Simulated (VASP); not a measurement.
# Rb2Sc6Pb (Fm-3m) in VASP: further runs, part 2 of 2

VASP 6.6.1. The steps go on from the part before.

## (3) Single point, PBE

This run uses another cell than the first one, of 34.34 Å³/atom, 1.275 times its volume.

Contents of INCAR:

```
  PREC = Accurate
  ENCUT = 520
  EDIFF = 1E-6
  ISMEAR = -1
  SIGMA = 0.1
  LREAL = False
  LASPH = True
  NELM = 60
  ALGO = Normal
  ISIF = 2
  LWAVE = False
  LCHARG = False
  GGA = PE
  NBANDS = 59
```

Contents of KPOINTS:

```
regular mesh
0
Gamma
  6 6 6
```

Contents of POSCAR:

```
Rb2Sc6Pb
1.0
    0.0000000000      5.3664654811      5.3664654811
    5.3664654811      0.0000000000      5.3664654811
    5.3664654811      5.3664654811      0.0000000000
Rb Sc Pb
2 6 1
Direct
    0.2500000000      0.2500000000      0.2500000000
    0.7500000000      0.7500000000      0.7500000000
    0.7145370456      0.2854629544      0.2854629544
    0.2854629544      0.7145370456      0.2854629544
    0.2854629544      0.7145370456      0.7145370456
    0.7145370456      0.2854629544      0.7145370456
    0.2854629544      0.2854629544      0.7145370456
    0.7145370456      0.7145370456      0.2854629544
    0.0000000000      0.0000000000      0.0000000000
```

Potentials or basis: VASP PAW PBE potentials, release 64 (Rb_sv, Sc_sv, Pb_d).

Command:

```console
$ cat potpaw_PBE.64/Rb_sv/POTCAR potpaw_PBE.64/Sc_sv/POTCAR potpaw_PBE.64/Pb_d/POTCAR > POTCAR
$ mpirun -np 1 vasp_std > vasp.out
```

OUTCAR:

```text
PREC = Accurate
   ENCUT = 520
   EDIFF = 1E-6
   ISMEAR = -1
   LREAL = False
   LASPH = True
   NELM = 60
   ISIF = 2
   GGA = PE

 ion  position               nearest neighbor table
   1  0.250  0.250  0.250-   7 3.81   7 3.81   8 3.81   8 3.81   6 3.81   4 3.81   4 3.81   5 3.81
                             3 3.81   3 3.81   6 3.81   5 3.81   9 4.65   9 4.65   9 4.65   9 4.65
   2  0.750  0.750  0.750-   7 3.81   7 3.81   8 3.81   8 3.81   6 3.81   5 3.81   3 3.81   4 3.81
                             4 3.81   5 3.81   6 3.81   3 3.81   9 4.65   9 4.65   9 4.65   9 4.65
   3  0.715  0.285  0.285-   9 3.06   6 3.26   7 3.26   8 3.26   4 3.26   1 3.81   1 3.81   2 3.81
                             2 3.81
   4  0.285  0.715  0.285-   9 3.06   5 3.26   7 3.26   8 3.26   3 3.26   1 3.81   1 3.81   2 3.81
                             2 3.81
   5  0.285  0.715  0.715-   9 3.06   6 3.26   7 3.26   8 3.26   4 3.26   2 3.81   1 3.81   1 3.81
                             2 3.81
   6  0.715  0.285  0.715-   9 3.06   5 3.26   7 3.26   8 3.26   3 3.26   2 3.81   1 3.81   1 3.81
                             2 3.81
   7  0.285  0.285  0.715-   9 3.06   4 3.26   5 3.26   6 3.26   3 3.26   1 3.81   1 3.81   2 3.81
                             2 3.81
   8  0.715  0.715  0.285-   9 3.06   4 3.26   5 3.26   6 3.26   3 3.26   2 3.81   1 3.81   1 3.81
                             2 3.81
   9  0.000  0.000  0.000-   3 3.06   4 3.06   5 3.06   6 3.06   7 3.06   8 3.06   2 4.65   2 4.65
                             2 4.65   1 4.65   1 4.65   1 4.65   2 4.65   1 4.65

  LATTYP: Found a face centered cubic cell.
 ALAT       =    10.7329309622

  Lattice vectors:

 A1 = (   0.0000000000,   5.3664654811,   5.3664654811)
 A2 = (   5.3664654811,   0.0000000000,   5.3664654811)
 A3 = (   5.3664654811,   5.3664654811,   0.0000000000)

Analysis of symmetry for initial positions (statically):
=====================================================================
 Subroutine PRICEL returns:
 Original cell was already a primitive cell.

 Routine SETGRP: Setting up the symmetry group for a
 face centered cubic supercell.

 Subroutine GETGRP returns: Found 48 space group operations
[... 151 lines left out ...]
   LEPSILON=     F    determine dielectric tensor
   LRPA    =     F    only Hartree local field effects (RPA)
 non-spin polarized calculation
  energy-cutoff  :      520.00
  volume of cell :      309.10
 maximum number of plane-waves:      8363
   NGX = 29   NGY = 29   NGZ = 29

 number of electron      97.9999979 magnetization

 Free energy of the ion-electron system (eV)
  ---------------------------------------------------
  ext. energy  EPLUGINS =         0.00000000
  ---------------------------------------------------
  free energy    TOTEN  =       -38.14100030 eV

  energy without entropy =      -37.41296911  energy(sigma->0) =      -37.77698471

 E-fermi :   2.5934     XC(G=0):  -8.5742

 val. band max:        2.5890520780   @ k =  -0.1667   0.1667   0.0000
 cond. band min:       2.5938538924   @ k =   0.5000   0.1667   0.0000
 fundamental gap:      0.0048018143
 Fermi energy:         2.5933847063

 k-point     1 :       0.0000    0.0000    0.0000
  band No.  band energies     occupation
      1     -47.5274      2.00000
      2     -47.5078      2.00000
      3     -47.5078      2.00000
      4     -47.5078      2.00000
      5     -47.4981      2.00000
      6     -47.4981      2.00000
[... 981 lines left out ...]
     58       3.5959      0.00009
     59       3.7646      0.00002

------------------------ aborting loop because EDIFF is reached ----------------------------------------

  FORCE on cell =-STRESS in cart. coord.  units (eV):
  Direction    XX          YY          ZZ          XY          YZ          ZX
  --------------------------------------------------------------------------------------
  -------------------------------------------------------------------------------------
  Total        0.0460150      0.0460150      0.0460150     -0.0000000     -0.0000000      0.0000000
  in kB        0.2385145      0.2385145      0.2385145     -0.0000000     -0.0000000      0.0000000
  external PRESSURE =       0.2385145 kB  Pullay stress =       0.0000000 kB

 VOLUME and BASIS-vectors are now :
 -----------------------------------------------------------------------------
  energy-cutoff  :      520.00
  volume of cell :      309.10
      direct lattice vectors                 reciprocal lattice vectors
     0.000000000  5.366465481  5.366465481    -0.093171195  0.093171195  0.093171195
     5.366465481  0.000000000  5.366465481     0.093171195 -0.093171195  0.093171195
     5.366465481  5.366465481  0.000000000     0.093171195  0.093171195 -0.093171195

 POSITION                                       TOTAL-FORCE (eV/Angst)
 -----------------------------------------------------------------------------------
      2.68323      2.68323      2.68323        -0.000000      0.000000     -0.000000
      8.04970      8.04970      8.04970        -0.000000     -0.000000     -0.000000
      3.06385      5.36647      5.36647        -0.003334     -0.000000     -0.000000
      5.36647      3.06385      5.36647        -0.000000     -0.003334     -0.000000
      7.66908      5.36647      5.36647         0.003334     -0.000000     -0.000000
      5.36647      7.66908      5.36647        -0.000000      0.003334     -0.000000
      5.36647      5.36647      3.06385        -0.000000     -0.000000     -0.003334
      5.36647      5.36647      7.66908        -0.000000     -0.000000      0.003334
      0.00000      0.00000      0.00000        -0.000000     -0.000000     -0.000000
 -----------------------------------------------------------------------------------
    total drift:                                0.000000      0.000000      0.000000

  FREE ENERGIE OF THE ION-ELECTRON SYSTEM (eV)
  ---------------------------------------------------
  free  energy   TOTEN  =       -38.1410003018 eV

  energy  without entropy=      -37.4129691132  energy(sigma->0) =      -37.77698471
```

OSZICAR:

```text
N       E                     dE             d eps       ncg     rms          rms(c)
DAV:   1     0.196240843123E+04    0.19624E+04   -0.41540E+04  1888   0.163E+03
DAV:   2     0.187306770693E+03   -0.17751E+04   -0.17549E+04  2704   0.728E+02
DAV:   3    -0.272766516813E+02   -0.21458E+03   -0.20950E+03  3119   0.341E+02
DAV:   4    -0.427429704339E+02   -0.15466E+02   -0.14867E+02  3424   0.762E+01
DAV:   5    -0.438318856680E+02   -0.10889E+01   -0.10612E+01  3544   0.180E+01    0.138E+01
DAV:   6    -0.386555508492E+02    0.51763E+01   -0.18898E+01  2664   0.230E+01    0.424E+00
DAV:   7    -0.381759966097E+02    0.47955E+00   -0.18473E+00  3024   0.762E+00    0.225E+00
DAV:   8    -0.381408396920E+02    0.35157E-01   -0.35548E-01  3009   0.319E+00    0.106E+00
DAV:   9    -0.381408126019E+02    0.27090E-04   -0.51284E-02  3144   0.136E+00    0.354E-01
DAV:  10    -0.381413256646E+02   -0.51306E-03   -0.16067E-02  3127   0.711E-01    0.114E-01
DAV:  11    -0.381409848737E+02    0.34079E-03   -0.35685E-03  2808   0.331E-01    0.401E-02
DAV:  12    -0.381409961563E+02   -0.11283E-04   -0.37856E-04  3466   0.108E-01    0.130E-02
DAV:  13    -0.381409993206E+02   -0.31643E-05   -0.52867E-05  2912   0.336E-02    0.602E-03
DAV:  14    -0.381409997687E+02   -0.44812E-06   -0.17102E-05  2077   0.145E-02    0.191E-03
DAV:  15    -0.381410003018E+02   -0.53305E-06   -0.81873E-06  1496   0.713E-03
   1 F= -.38141000E+02 E0= -.37776985E+02  d E =-.728031E+00
```

It took 7.8 min on 1 thread of Intel Xeon Platinum 8375C at 2.90GHz (Ice Lake), shared host; peak memory 0.57 GiB.

Results:

| Property | Result |
| --- | --- |
| Free energy | -38.1410 eV |
| Pressure | 0.0 GPa |
| Largest force | 0.003 eV/Å |
| Band gap on the k mesh | none (metal or under the smearing width) |

Forces in eV/Å, atoms in the order of the input:
```
Rb   0.000  0.000  0.000
Rb   0.000  0.000  0.000
Sc  -0.003  0.000  0.000
Sc   0.000 -0.003  0.000
Sc   0.003  0.000  0.000
Sc   0.000  0.003  0.000
Sc   0.000  0.000 -0.003
Sc   0.000  0.000  0.003
Pb   0.000  0.000  0.000
```

The run has no spin-orbit coupling, so splittings on Pb are missing.
